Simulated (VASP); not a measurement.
# CdS (Hawleyite): what moves the LDA gap besides the functional, part 2 of 2

How far does the LDA gap of CdS (Hawleyite) depend on cutoff, mesh and cell? The starting structure is a measured crystal structure from the Crystallography Open Database. Cell and atoms stay as given unless a step says otherwise.

VASP 6.6.1.

Results so far: reference 0.886 eV; cell and atoms relaxed by LDA 0.957 eV; no band path 0.886 eV.

## Step 5: Bands with a cutoff of 440 eV

Level of this step: LDA; plane waves and PAW (Cd, S) (VASP).

Against step 2 the input has ENCUT = 440.

The input, INCAR:

```
SYSTEM = CdS
PREC = Accurate
ENCUT = 440
EDIFF = 1E-06
NELM = 100
ISMEAR = 0
SIGMA = 0.03
LREAL = .FALSE.
ALGO = Normal
GGA = CA
NBANDS = 21
LORBIT = 11
LWAVE = .FALSE.
LCHARG = .FALSE.
KPAR = 4
```

The input, POSCAR:

```
CdS
1.0
    0.0000000000      2.9165000000      2.9165000000
    2.9165000000      0.0000000000      2.9165000000
    2.9165000000      2.9165000000      0.0000000000
Cd S
1 1
Direct
    0.0000000000      0.0000000000      0.0000000000
    0.7500000000      0.7500000000      0.7500000000
```

The input, KPOINTS:

```
Automatic mesh
0
Gamma
6 6 6
0 0 0
```

The input, KPOINTS_OPT:

```
Line mode
10
Line-mode
Reciprocal
  0.00000000   0.00000000   0.00000000 GAMMA
  0.50000000   0.00000000   0.50000000 X

  0.50000000   0.00000000   0.50000000 X
  0.50000000   0.25000000   0.75000000 W

  0.50000000   0.25000000   0.75000000 W
  0.37500000   0.37500000   0.75000000 K

  0.37500000   0.37500000   0.75000000 K
  0.00000000   0.00000000   0.00000000 GAMMA

  0.00000000   0.00000000   0.00000000 GAMMA
  0.50000000   0.50000000   0.50000000 L

  0.50000000   0.50000000   0.50000000 L
  0.62500000   0.25000000   0.62500000 U

  0.62500000   0.25000000   0.62500000 U
  0.50000000   0.25000000   0.75000000 W

  0.50000000   0.25000000   0.75000000 W
  0.50000000   0.50000000   0.50000000 L

  0.50000000   0.50000000   0.50000000 L
  0.37500000   0.37500000   0.75000000 K

  0.62500000   0.25000000   0.62500000 U
  0.50000000   0.00000000   0.50000000 X
```

PAW data sets: Cd and S (LDA family, release 64).

On the command line:

```
> mpirun -np 4 vasp_std
```

The log of the run:

```text
[... set-up lines as in an earlier step ...]
 entering main loop
       N       E                     dE             d eps       ncg     rms          rms(c)
DAV:   1     0.103786074601E+03    0.10379E+03   -0.76977E+03   704   0.672E+02
DAV:   2    -0.337387241209E+01   -0.10716E+03   -0.10039E+03   772   0.204E+02
DAV:   3    -0.788663907944E+01   -0.45128E+01   -0.44864E+01   812   0.423E+01
DAV:   4    -0.791061909001E+01   -0.23980E-01   -0.23977E-01   772   0.308E+00
[...]
DAV:  11    -0.739359352288E+01   -0.90676E-05   -0.39490E-05   770   0.377E-02    0.253E-02
DAV:  12    -0.739359089184E+01    0.26310E-05   -0.49353E-06   817   0.245E-02    0.764E-03
DAV:  13    -0.739359096208E+01   -0.70234E-07   -0.84589E-07   520   0.473E-03
   1 F= -.73935910E+01 E0= -.73935910E+01  d E =-.131684E-26
 Start KPOINTS_OPT (optional k-point list driver)
k-point batch [1-16\100]
       N       E                     dE             ncg
DAV:   1     0.396978413259E+03   -0.57392E+04      712
DAV:   2    -0.135129338753E+04   -0.17483E+04      770
DAV:   3    -0.142219562936E+04   -0.70902E+02      831
DAV:   4    -0.142255375512E+04   -0.35813E+00      757
DAV:   5    -0.142255666608E+04   -0.29110E-02      848
DAV:   6    -0.142255670224E+04   -0.36164E-04      752
DAV:   7    -0.142255670275E+04   -0.50953E-06      790
[...]
k-point batch [97-100\100]
       N       E                     dE             ncg
DAV:   1     0.710859657231E+04   -0.25382E+04      184
DAV:   2     0.673638912455E+04   -0.37221E+03      209
DAV:   3     0.672167046572E+04   -0.14719E+02      198
DAV:   4     0.672159375109E+04   -0.76715E-01      183
DAV:   5     0.672159309056E+04   -0.66053E-03      216
DAV:   6     0.672159308164E+04   -0.89168E-05      188
DAV:   7     0.672159308151E+04   -0.13552E-06      184
```

It took 6.2 s on 4 MPI ranks of AMD EPYC 9R45, shared host; peak memory 0.49 GiB; 23 s of CPU time.

OUTCAR, selected parts (step 5):

```text
  Total       -0.6751936     -0.6751936     -0.6751936      0.0000000      0.0000000      0.0000000
  in kB      -21.8033352    -21.8033352    -21.8033352      0.0000000      0.0000000      0.0000000
  external PRESSURE =     -21.8033352 kB  Pullay stress =       0.0000000 kB

  FREE ENERGIE OF THE ION-ELECTRON SYSTEM (eV)
  ---------------------------------------------------
  free  energy   TOTEN  =        -7.3935909621 eV

  energy  without entropy=       -7.3935909621  energy(sigma->0) =       -7.39359096

[... 2 parts as in an earlier step ...]

[... 2 further parts left out ...]
[key lines of the parts left out:]
E-fermi :   1.3497
```

With a cutoff of 440 eV the gap is 0.890 eV, +0.004 eV from the reference.

## Step 6: Bands with a 10×10×10 mesh

Against step 2 the input has a 10×10×10 mesh.

Changes to INCAR since step 5:

```diff
@@ -2,3 +2,3 @@
 PREC = Accurate
-ENCUT = 440
+ENCUT = 350
 EDIFF = 1E-06
```

POSCAR is that of step 5.

The input, KPOINTS:

```
Automatic mesh
0
Gamma
10 10 10
0 0 0
```

KPOINTS_OPT is that of step 5.

On the command line:

```
> mpirun -np 4 vasp_std
```

The log of the run:

```text
[... set-up lines as in an earlier step ...]
 entering main loop
       N       E                     dE             d eps       ncg     rms          rms(c)
DAV:   1     0.876020079194E+02    0.87602E+02   -0.70676E+03  2118   0.571E+02
DAV:   2    -0.442793322878E+01   -0.92030E+02   -0.87007E+02  2277   0.182E+02
DAV:   3    -0.789384501402E+01   -0.34659E+01   -0.34475E+01  2398   0.365E+01
DAV:   4    -0.791122742742E+01   -0.17382E-01   -0.17381E-01  2214   0.255E+00
[...]
DAV:  11    -0.739456778112E+01   -0.77173E-05   -0.34500E-05  2222   0.329E-02    0.217E-02
DAV:  12    -0.739456549569E+01    0.22854E-05   -0.40580E-06  2397   0.212E-02    0.669E-03
DAV:  13    -0.739456556862E+01   -0.72934E-07   -0.85705E-07  1416   0.468E-03
   1 F= -.73945656E+01 E0= -.73945656E+01  d E =-.410934E-26
 Start KPOINTS_OPT (optional k-point list driver)
k-point batch [1-47\100]
       N       E                     dE             ncg
DAV:   1     0.351909970454E+03   -0.16401E+05     2094
DAV:   2    -0.400848556325E+04   -0.43604E+04     2275
DAV:   3    -0.417384937194E+04   -0.16536E+03     2392
DAV:   4    -0.417464010102E+04   -0.79073E+00     2242
DAV:   5    -0.417464642361E+04   -0.63226E-02     2427
DAV:   6    -0.417464649627E+04   -0.72663E-04     2259
DAV:   7    -0.417464649718E+04   -0.91293E-06     2033
[...]
k-point batch [95-100\100]
       N       E                     dE             ncg
DAV:   1     0.203271153616E+05   -0.31285E+04      268
DAV:   2     0.197603248002E+05   -0.56679E+03      290
DAV:   3     0.197386288305E+05   -0.21696E+02      307
DAV:   4     0.197385269658E+05   -0.10186E+00      277
DAV:   5     0.197385261508E+05   -0.81496E-03      315
DAV:   6     0.197385261411E+05   -0.96989E-05      300
DAV:   7     0.197385261410E+05   -0.12395E-06      251
```

Elapsed: 8.6 s, on 4 MPI ranks; peak memory 0.56 GiB.

OUTCAR, selected parts (step 6):

```text
  Total       -0.7405325     -0.7405325     -0.7405325      0.0000000      0.0000000      0.0000000
  in kB      -23.9132591    -23.9132591    -23.9132591      0.0000000      0.0000000      0.0000000
  external PRESSURE =     -23.9132591 kB  Pullay stress =       0.0000000 kB

 POSITION                                       TOTAL-FORCE (eV/Angst)
 -----------------------------------------------------------------------------------
      0.00000      0.00000      0.00000         0.000000      0.000000      0.000000
      4.37475      4.37475      4.37475        -0.000000     -0.000000     -0.000000
 -----------------------------------------------------------------------------------
    total drift:                               -0.000000     -0.000000     -0.000000

  FREE ENERGIE OF THE ION-ELECTRON SYSTEM (eV)
  ---------------------------------------------------
  free  energy   TOTEN  =        -7.3945655686 eV

  energy  without entropy=       -7.3945655686  energy(sigma->0) =       -7.39456557

[... 1 part as in an earlier step ...]

[... 2 further parts left out ...]
[key lines of the parts left out:]
E-fermi :   1.3434
```

With a 10×10×10 mesh the gap is 0.888 eV, +0.002 eV from the reference.

## Step 7: All runs side by side

| run | gap (eV) | change (eV) | core minutes |
| --- | --- | --- | --- |
| reference | 0.886 | - | 0.387 |
| cell and atoms relaxed by LDA | 0.957 | 0.071 | 0.4 |
| no band path | 0.886 | 0.0 | 0.12 |
| a cutoff of 440 eV | 0.89 | 0.004 | 0.413 |
| a 10×10×10 mesh | 0.888 | 0.002 | 0.573 |

Core minutes are wall time times ranks of the run shown, on a shared host.

## Step 8: What came out

```yaml
reference_gap: 0.886 eV
gap_with_cell_and_atoms_relaxed_by_lda: 0.957 eV
gap_with_no_band_path: 0.886 eV
gap_with_a_cutoff_of_440_ev: 0.890 eV
gap_with_a_10x10x10_mesh: 0.888 eV
```

**Reading.** Among the runs that read a gap along the path, the one with cell and atoms relaxed by LDA moves it most, by +0.071 eV. On finer settings it changes by +0.004 eV with a cutoff of 440 eV and +0.002 eV with a 10×10×10 mesh. The functional's own error isn't tested here. Further runs on this material are not shown.

[Lines on the potential files, build, host, timing and source positions are cut from VASP's logs without a mark.]

[Logs are printed without paths, hosts, clocks, repeated set-up lines and the standing remarks that a program may print on its own settings, such as how far it seeks lower states.]

[Hosts, paths, dates, database ids (printed as entryN), source tags and the programs' standing remarks are cut or masked in the printed files.]
